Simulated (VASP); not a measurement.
```
SnTe
1.0
    0.00000     3.14922     3.14922
    3.14922     0.00000     3.14922
    3.14922     3.14922     0.00000
Sn Te
1 1
Direct
  0.00000   0.00000   0.00000
  0.50000   0.50000   0.50000
```

Method: AM05 GGA, VASP's PBE PAW potentials (set 64) (plane waves; VASP). Numerical set-up: 520 eV cut-off, 8×8×8 Γ-centred mesh, tetrahedra with Blöchl corrections, potentials Sn_d Te.

Unless said otherwise, spin-orbit coupling is left out, though it shifts the bands of the heavy elements here.

Tabulate the total density of states (states/eV per cell) against energy (eV; zero at the valence-band maximum or, without a gap, the Fermi level).

(E (eV), DOS (states/eV)): (-9.99, 0.00); (-9.40, 0.00); (-8.81, 0.00); (-8.33, 0.01); (-7.74, 1.66); (-7.14, 1.07); (-6.67, 0.46); (-6.08, 0.15); (-5.48, 0.10); (-4.89, 0.56); (-4.29, 0.87); (-3.82, 1.41); (-3.23, 1.66); (-2.63, 1.81); (-2.16, 1.90); (-1.56, 0.85); (-0.97, 1.47); (-0.38, 0.10); (0.22, 0.01); (0.69, 1.10); (1.29, 1.61); (1.88, 1.21); (2.35, 1.44); (2.95, 1.53); (3.54, 1.35)
Within 2 eV below the valence-band maximum the largest weight inside VASP's projection spheres is Te p, then Sn s.

The compound is SnTe in the rock salt structure, which distorts at low temperature. It was relaxed first.
